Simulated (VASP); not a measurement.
Calculation: PBE GGA with D3 dispersion (Becke-Johnson damping), VASP's PBE PAW potentials (set 64) (plane waves; VASP).

Input for VASP

### KPOINTS
```
Automatic mesh
0
Gamma
14 14 7
0 0 0
```

### POSCAR
```
Cd
1
    1.4803997309    -2.5641278463     0.0000000000
    1.4803997309     2.5641278463     0.0000000000
    0.0000000000     0.0000000000     5.4616035847
Cd
2
Direct
  0.3333330000   0.6666670000   0.2500000000
  0.6666670000   0.3333330000   0.7500000000
```

**INCAR**
```
# general
SYSTEM =Cd
PREC   =Accurate
ENCUT  =520
LREAL  =.FALSE.
LASPH  =.TRUE.

# electronic loop
EDIFF  =1E-7
NELM   =100
ALGO   =Normal
LMAXMIX=4

# smearing
ISMEAR =1
SIGMA  =0.1

# functional
GGA    =PE
IVDW   =12

# ions
IBRION =2
NSW    =30
ISIF   =4
EDIFFG =-0.01

# output
LWAVE  =.FALSE.
LCHARG =.FALSE.
```

POTCAR, in this order: Cd (PBE.64 set). Program: vasp_std.

The resulting files:

### OSZICAR
```
...
DAV:   4    -0.152984221253E+01   -0.36351E-02   -0.36350E-02  3544   0.186E+00
DAV:   5    -0.152985232118E+01   -0.10109E-04   -0.10109E-04  3960   0.923E-02    0.509E+00
DAV:   6    -0.142271197847E+01    0.10714E+00   -0.30584E-01  3256   0.740E+00    0.394E+00
DAV:   7    -0.141682104246E+01    0.58909E-02   -0.37130E-02  3616   0.208E+00    0.171E+00
DAV:   8    -0.141680616402E+01    0.14878E-04   -0.40143E-03  3336   0.928E-01    0.966E-02
DAV:   9    -0.141683755928E+01   -0.31395E-04   -0.18844E-05  4048   0.543E-02    0.409E-02
DAV:  10    -0.141687836408E+01   -0.40805E-04   -0.34003E-05  3488   0.651E-02    0.370E-03
DAV:  11    -0.141687828465E+01    0.79428E-07   -0.71983E-08  3032   0.328E-03
   1 F= -.23410907E+01 E0= -.23410014E+01  d E =-.234109E+01
       N       E                     dE             d eps       ncg     rms          rms(c)
DAV:   1    -0.144604359932E+01   -0.29165E-01   -0.11547E+00  3288   0.993E+00    0.779E-01
DAV:   2    -0.142922541213E+01    0.16818E-01   -0.10043E-02  3272   0.143E+00    0.446E-01
DAV:   3    -0.142129330734E+01    0.79321E-02   -0.13950E-02  3336   0.122E+00    0.134E-01
DAV:   4    -0.142140512389E+01   -0.11182E-03   -0.11813E-03  3376   0.485E-01    0.115E-01
DAV:   5    -0.142140318299E+01    0.19409E-05   -0.29808E-06  3712   0.278E-02    0.482E-02
DAV:   6    -0.142140254564E+01    0.63735E-06   -0.45352E-06  3384   0.163E-02    0.291E-02
DAV:   7    -0.142140254517E+01    0.47703E-09   -0.12639E-07  2288   0.401E-03
   2 F= -.23453596E+01 E0= -.23455107E+01  d E =-.426894E-02
       N       E                     dE             d eps       ncg     rms          rms(c)
DAV:   1    -0.156048666735E+01   -0.13908E+00   -0.65859E+00  3232   0.238E+01    0.184E+00
DAV:   2    -0.147093746542E+01    0.89549E-01   -0.53642E-02  3224   0.330E+00    0.106E+00
DAV:   3    -0.142731905595E+01    0.43618E-01   -0.72326E-02  3256   0.284E+00    0.306E-01
DAV:   4    -0.142795984731E+01   -0.64079E-03   -0.64467E-03  3464   0.113E+00    0.248E-01
DAV:   5    -0.142796022391E+01   -0.37660E-06   -0.15442E-05  3520   0.467E-02    0.789E-02
DAV:   6    -0.142795607748E+01    0.41464E-05   -0.43438E-06  3472   0.321E-02    0.352E-02
DAV:   7    -0.142795592810E+01    0.14938E-06   -0.10154E-06  3496   0.128E-02    0.230E-02
DAV:   8    -0.142795577973E+01    0.14837E-06   -0.75944E-07  3416   0.674E-03    0.988E-04
DAV:   9    -0.142795579827E+01   -0.18537E-07   -0.20653E-08  1672   0.152E-03
   3 F= -.23513969E+01 E0= -.23516013E+01  d E =-.103062E-01
       N       E                     dE             d eps       ncg     rms          rms(c)
DAV:   1    -0.193588223724E+01   -0.50793E+00   -0.26756E+01  3248   0.482E+01    0.373E+00
DAV:   2    -0.159473906293E+01    0.34114E+00   -0.22072E-01  3272   0.651E+00    0.214E+00
DAV:   3    -0.142143585453E+01    0.17330E+00   -0.24339E-01  3272   0.544E+00    0.579E-01
DAV:   4    -0.142378745711E+01   -0.23516E-02   -0.24056E-02  3384   0.212E+00    0.435E-01
DAV:   5    -0.142380310118E+01   -0.15644E-04   -0.54566E-05  3472   0.968E-02    0.623E-02
DAV:   6    -0.142377355391E+01    0.29547E-04   -0.35302E-05  3448   0.757E-02    0.218E-02
DAV:   7    -0.142377394970E+01   -0.39580E-06   -0.66702E-06  3464   0.367E-02    0.451E-03
DAV:   8    -0.142377388286E+01    0.66844E-07   -0.46053E-08  2000   0.228E-03
   4 F= -.23466486E+01 E0= -.23466651E+01  d E =-.555789E-02
       N       E                     dE             d eps       ncg     rms          rms(c)
DAV:   1    -0.143289535211E+01   -0.91214E-02   -0.44382E-01  3208   0.617E+00    0.476E-01
DAV:   2    -0.142704772183E+01    0.58476E-02   -0.35010E-03  3192   0.931E-01    0.278E-01
DAV:   3    -0.142410540979E+01    0.29423E-02   -0.48385E-03  3288   0.787E-01    0.803E-02
DAV:   4    -0.142415290457E+01   -0.47495E-04   -0.49278E-04  3328   0.321E-01    0.670E-02
DAV:   5    -0.142415405909E+01   -0.11545E-05   -0.10320E-06  3576   0.176E-02    0.302E-02
DAV:   6    -0.142415400213E+01    0.56960E-07   -0.17213E-06  3280   0.113E-02    0.199E-02
DAV:   7    -0.142415383889E+01    0.16324E-06   -0.10888E-07  2128   0.377E-03    0.118E-02
DAV:   8    -0.142415376185E+01    0.77043E-07   -0.95873E-08  2168   0.251E-03
   5 F= -.23470628E+01 E0= -.23470399E+01  d E =-.597210E-02
       N       E                     dE             d eps       ncg     rms          rms(c)
DAV:   1    -0.152993682707E+01   -0.10578E+00   -0.51374E+00  3216   0.209E+01    0.162E+00
DAV:   2    -0.146117098317E+01    0.68766E-01   -0.43831E-02  3208   0.298E+00    0.943E-01
DAV:   3    -0.142687465131E+01    0.34296E-01   -0.57583E-02  3352   0.256E+00    0.281E-01
DAV:   4    -0.142737764466E+01   -0.50299E-03   -0.51047E-03  3272   0.102E+00    0.222E-01
DAV:   5    -0.142738850718E+01   -0.10863E-04   -0.15893E-05  3544   0.716E-02    0.877E-02
DAV:   6    -0.142738602957E+01    0.24776E-05   -0.16095E-05  3344   0.411E-02    0.507E-02
DAV:   7    -0.142738520799E+01    0.82157E-06   -0.77805E-07  3416   0.107E-02    0.341E-02
DAV:   8    -0.142738476060E+01    0.44739E-06   -0.71538E-07  3208   0.638E-03    0.115E-02
DAV:   9    -0.142738458915E+01    0.17144E-06   -0.27745E-07  2720   0.581E-03    0.212E-03
DAV:  10    -0.142738459641E+01   -0.72546E-08   -0.75117E-09  1608   0.114E-03
   6 F= -.23504970E+01 E0= -.23504482E+01  d E =-.940632E-02
       N       E                     dE             d eps       ncg     rms          rms(c)
DAV:   1    -0.145426696912E+01   -0.26882E-01   -0.12731E+00  3184   0.104E+01    0.802E-01
DAV:   2    -0.143725391061E+01    0.17013E-01   -0.10631E-02  3224   0.153E+00    0.468E-01
DAV:   3    -0.142875503488E+01    0.84989E-02   -0.14594E-02  3296   0.130E+00    0.138E-01
DAV:   4    -0.142888358309E+01   -0.12855E-03   -0.13422E-03  3320   0.523E-01    0.120E-01
DAV:   5    -0.142888586856E+01   -0.22855E-05   -0.33834E-06  3624   0.318E-02    0.560E-02
DAV:   6    -0.142888497266E+01    0.89590E-06   -0.75596E-06  3312   0.224E-02    0.413E-02
DAV:   7    -0.142888451227E+01    0.46039E-06   -0.39710E-07  3176   0.750E-03    0.283E-02
DAV:   8    -0.142888414213E+01    0.37014E-06   -0.55848E-07  2848   0.593E-03    0.837E-03
DAV:   9    -0.142888407130E+01    0.70822E-07   -0.13701E-07  2272   0.341E-03
   7 F= -.23521455E+01 E0= -.23522701E+01  d E =-.110548E-01
       N       E                     dE             d eps       ncg     rms          rms(c)
DAV:   1    -0.143496310955E+01   -0.60790E-02   -0.29571E-01  3192   0.502E+00    0.390E-01
DAV:   2    -0.143086494413E+01    0.40982E-02   -0.24950E-03  3160   0.755E-01    0.227E-01
DAV:   3    -0.142881618096E+01    0.20488E-02   -0.35650E-03  3320   0.642E-01    0.683E-02
DAV:   4    -0.142884707837E+01   -0.30897E-04   -0.32717E-04  3296   0.258E-01    0.612E-02
DAV:   5    -0.142884794232E+01   -0.86395E-06   -0.87489E-07  3576   0.161E-02    0.327E-02
DAV:   6    -0.142884744851E+01    0.49381E-06   -0.30831E-06  3272   0.137E-02    0.256E-02
DAV:   7    -0.142884725891E+01    0.18960E-06   -0.15580E-07  2232   0.480E-03    0.179E-02
DAV:   8    -0.142884709293E+01    0.16598E-06   -0.20142E-07  2520   0.361E-03    0.585E-03
DAV:   9    -0.142884704837E+01    0.44555E-07   -0.49636E-08  1568   0.207E-03
   8 F= -.23521917E+01 E0= -.23523764E+01  d E =-.111010E-01
       N       E                     dE             d eps       ncg     rms          rms(c)
DAV:   1    -0.143020923818E+01   -0.13621E-02   -0.61016E-02  3216   0.228E+00    0.178E-01
DAV:   2    -0.142936497944E+01    0.84426E-03   -0.50484E-04  3176   0.344E-01    0.103E-01
DAV:   3    -0.142894230968E+01    0.42267E-03   -0.72334E-04  3336   0.292E-01    0.307E-02
DAV:   4    -0.142894890204E+01   -0.65924E-05   -0.67718E-05  3296   0.117E-01    0.275E-02
DAV:   5    -0.142894884712E+01    0.54928E-07   -0.13436E-07  2504   0.578E-03
   9 F= -.23522547E+01 E0= -.23523974E+01  d E =-.111640E-01
```

### OUTCAR
```
------------------------ aborting loop because EDIFF is reached ----------------------------------------
 Edisp (eV)   -0.92331
  FORCE on cell =-STRESS in cart. coord.  units (eV):
  Direction    XX          YY          ZZ          XY          YZ          ZX
  --------------------------------------------------------------------------------------
  Total       0.39046     0.39046     0.39963     0.00000     0.00000     0.00000
  in kB      15.08735    15.08735    15.44184     0.00000     0.00000     0.00000
  external pressure =       15.21 kB  Pullay stress =        0.00 kB
  volume of cell :       41.46
      direct lattice vectors                 reciprocal lattice vectors
     1.508617470 -2.613002453 -0.000000000     0.331429279 -0.191350758 -0.000000000
     1.508617470  2.613002453 -0.000000000     0.331429279  0.191350758  0.000000000
     0.000000000 -0.000000000  5.259202554     0.000000000  0.000000000  0.190142895
 POSITION                                       TOTAL-FORCE (eV/Angst)
 -----------------------------------------------------------------------------------
      1.50862      0.87100      1.31480         0.000000      0.000000      0.000000
      1.50862     -0.87100      3.94440        -0.000000     -0.000000      0.000000
 -----------------------------------------------------------------------------------
    total drift:                               -0.000000      0.000194      0.000002
  FREE ENERGIE OF THE ION-ELECTRON SYSTEM (eV)
  ---------------------------------------------------
  free  energy   TOTEN  =        -2.3522546937 eV

  energy  without entropy=       -2.3526829022  energy(sigma->0) =       -2.35239743

 reached required accuracy - stopping structural energy minimisation
```
(Selected blocks of OUTCAR.)

### CONTCAR
```
Cd
   1.00000000000000
     1.5086174695840675   -2.6130024526269433   -0.0000000000000000
     1.5086174695840675    2.6130024526269433   -0.0000000000000000
     0.0000000000000000   -0.0000000000000000    5.2592025540301659
  Cd
     2
Direct
     0.3333330000000032    0.6666669999999968    0.2500000000000000
     0.6666669999999968    0.3333330000000032    0.7500000000000000
```

File OUTCAR:
```
 val. band max:        3.3926739128   @ k =   0.3571   0.0000   0.0000

 cond. band min:       3.4537530120   @ k =   0.4286   0.0714   0.4286


 Fermi energy:         3.3996000710

 k-point     1 :       0.0000    0.0000    0.0000
  band No.  band energies     occupation
      1      -6.6920      2.00000
      2      -6.2578      2.00000
      3      -6.0410      2.00000
      4      -6.0410      2.00000
      5      -5.9597      2.00000
      6      -5.9597      2.00000
      7      -5.9330      2.00000
      8      -5.6366      2.00000
      9      -5.6365      2.00000
     10      -5.2379      2.00000
     11      -5.2379      2.00000
     12       0.3608      2.00000
     13       1.1769      2.00000
     14      16.2707      0.00000
     15      17.2616      0.00000
     16      17.2616      0.00000

 k-point     2 :       0.0714   -0.0000    0.0000
  band No.  band energies     occupation
      1      -6.6456      2.00000
      2      -6.2286      2.00000
      3      -6.0510      2.00000
      4      -5.9964      2.00000
      5      -5.9804      2.00000
      6      -5.9179      2.00000
      7      -5.8122      2.00000
      8      -5.6711      2.00000
      9      -5.6557      2.00000
     10      -5.3056      2.00000
     11      -5.2331      2.00000
     12       0.5644      2.00000
     13       1.2466      2.00000
     14      15.2709      0.00000
     15      16.2971      0.00000
     16      16.9278      0.00000

 k-point     3 :       0.1429    0.0000    0.0000
  band No.  band energies     occupation
      1      -6.5451      2.00000
      2      -6.2111      2.00000
      3      -6.0865      2.00000
      4      -5.9728      2.00000
      5      -5.8696      2.00000
      6      -5.7988      2.00000
      7      -5.7823      2.00000
      8      -5.7061      2.00000
      9      -5.4600      2.00000
     10      -5.4095      2.00000
     11      -5.2227      2.00000
     12       1.1374      2.00000
     13       1.4680      2.00000
...
```

The compound is Cd in the hcp structure. This cell is one point of a volume scan, at 0.97 of the reference volume. Symmetry was kept, so distortions that lower it aren't found.
